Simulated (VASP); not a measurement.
Output of a VASP run:

OSZICAR:
```
       N       E                     dE             d eps       ncg     rms          rms(c)
DAV:   1     0.107931339682E+03    0.10793E+03   -0.52569E+03  9906   0.407E+02
DAV:   2     0.662597242689E+01   -0.10131E+03   -0.84154E+02  9213   0.134E+02
DAV:   3    -0.633923830796E+01   -0.12965E+02   -0.12366E+02  9843   0.396E+01
DAV:   4    -0.665709181819E+01   -0.31785E+00   -0.31728E+00  9980   0.621E+00
DAV:   5    -0.666481011360E+01   -0.77183E-02   -0.77173E-02 10241   0.106E+00    0.631E+00
DAV:   6    -0.659134709503E+01    0.73463E-01   -0.16292E+00 10454   0.230E+01    0.397E+00
DAV:   7    -0.632561152571E+01    0.26574E+00   -0.38452E-01 10652   0.142E+01    0.196E+00
DAV:   8    -0.632404841027E+01    0.15631E-02   -0.18968E-02 12854   0.144E+00    0.454E-01
DAV:   9    -0.632025402469E+01    0.37944E-02   -0.72546E-03 11099   0.156E+00    0.103E-01
DAV:  10    -0.632033088829E+01   -0.76864E-04   -0.36375E-04 12391   0.110E-01    0.223E-02
DAV:  11    -0.632033984843E+01   -0.89601E-05   -0.12706E-05 12196   0.423E-02    0.135E-02
DAV:  12    -0.632034063684E+01   -0.78841E-06   -0.12088E-06 11419   0.175E-02    0.765E-03
DAV:  13    -0.632034063527E+01    0.15718E-08   -0.37724E-07 11998   0.102E-02
   1 F= -.63203406E+01 E0= -.63203406E+01  d E =-.175812E-29
 imaginary and real dielectric function
```

### OUTCAR
```
------------------------ aborting loop because EDIFF is reached ----------------------------------------
  FORCE on cell =-STRESS in cart. coord.  units (eV):
  Direction    XX          YY          ZZ          XY          YZ          ZX
  --------------------------------------------------------------------------------------
  Total       -0.0208058     -0.0208058     -0.0208058      0.0000000      0.0000000     -0.0000000
  in kB       -0.6371609     -0.6371609     -0.6371609      0.0000000      0.0000000     -0.0000000
  external PRESSURE =      -0.6371609 kB  Pullay stress =       0.0000000 kB
  volume of cell :       52.32
      direct lattice vectors                 reciprocal lattice vectors
     0.000000000  2.968508780  2.968508780    -0.168434738  0.168434738  0.168434738
     2.968508780  0.000000000  2.968508780     0.168434738 -0.168434738  0.168434738
     2.968508780  2.968508780  0.000000000     0.168434738  0.168434738 -0.168434738
  FREE ENERGIE OF THE ION-ELECTRON SYSTEM (eV)
  ---------------------------------------------------
  free  energy   TOTEN  =        -6.3203406353 eV

  energy  without entropy=       -6.3203406353  energy(sigma->0) =       -6.32034064

 plasma frequency squared (from intraband transitions) (eV^2)
  --------------------------------------------------------------------------------------
       0.000       0.000      -0.000
       0.000       0.000       0.000
      -0.000       0.000       0.000

 plasma frequency squared (from interband transitions, int dw w eps(2)(w)) (eV^2)
  --------------------------------------------------------------------------------------
     291.661       0.000      -0.000      -0.000      -0.000       0.000
      -0.000       0.000     291.661       0.000      -0.000       0.000
      -0.000      -0.000      -0.000      -0.000     291.661       0.000
```
(Selected blocks of OUTCAR.)

POSCAR:
```
CuI
1
    0.0000000000     2.9685087804     2.9685087804
    2.9685087804     0.0000000000     2.9685087804
    2.9685087804     2.9685087804     0.0000000000
Cu I
1 1
Direct
  0.0000000000   0.0000000000   0.0000000000
  0.2500000000   0.2500000000   0.2500000000
```

Task: Write an INCAR and KPOINTS that could have produced this output.

Result: This is not unique; one that fits is the input of the run itself, PBEsol GGA, plane waves, VASP's PBE PAW potentials (set 64).

**INCAR**
```
ALGO = Normal
CSHIFT = 0.1
EDIFF = 1E-7
ENCUT = 400
GGA = PS
ISMEAR = 0
LASPH = T
LCHARG = F
LMAXMIX = 4
LOPTICS = T
LREAL = F
LWAVE = F
NBANDS = 39
NEDOS = 1001
NELM = 100
PREC = Accurate
SIGMA = 0.01
SYSTEM = CuI
```

**KPOINTS**
```
Automatic mesh
0
G
14 14 14
0 0 0
```

POTCAR, in this order: Cu I (PBE.64 set). Program: vasp_std.

The compound is CuI in the zinc blende structure. It was relaxed first, which changed the volume by -5 %.
